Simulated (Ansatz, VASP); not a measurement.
**CuB in VASP and in Ansatz**

```
Cu B
1.0
     4.06085    0.00000    0.00000
     0.00000    4.06085    0.00000
     0.00000    0.00000    4.06085
Cu B
3 3
Direct
  0.50000 0.00000 0.00000
  0.00000 0.50000 0.00000
  0.00000 0.00000 0.50000
  0.00000 0.50000 0.50000
  0.50000 0.00000 0.50000
  0.50000 0.50000 0.00000
```

Alike in both runs: functional PBE; k mesh 10 × 10 × 10; occupations gaussian, width 0.1 eV; no spin polarisation.

Ansatz relaxed the structure, and its values are those at the end. VASP's run is a single point on that final structure, the one shown.

```csv
,VASP,Ansatz
version,VASP 6.6.1,Ansatz 0.2.0
potentials or method,"VASP PAW PBE potentials, release 64 (Cu, B)","scalar-relativistic, plane waves, PAW"
plane-wave cutoff (eV),520,420
valence electrons in the cell,42,66
```

Ansatz gave:

* gap on the k mesh at the Fermi level (eV): none
* pressure (GPa): 0.0

Question: Which values does VASP return?

Answer: gap on the k mesh at the Fermi level (eV): none; pressure (GPa): 0.6.

A gap of «none» marks a metal or a gap that the smearing closes. With one functional, cell and mesh, what is left measures potentials, basis and numerics. The two sets of potentials don't hold the same shells in valence.
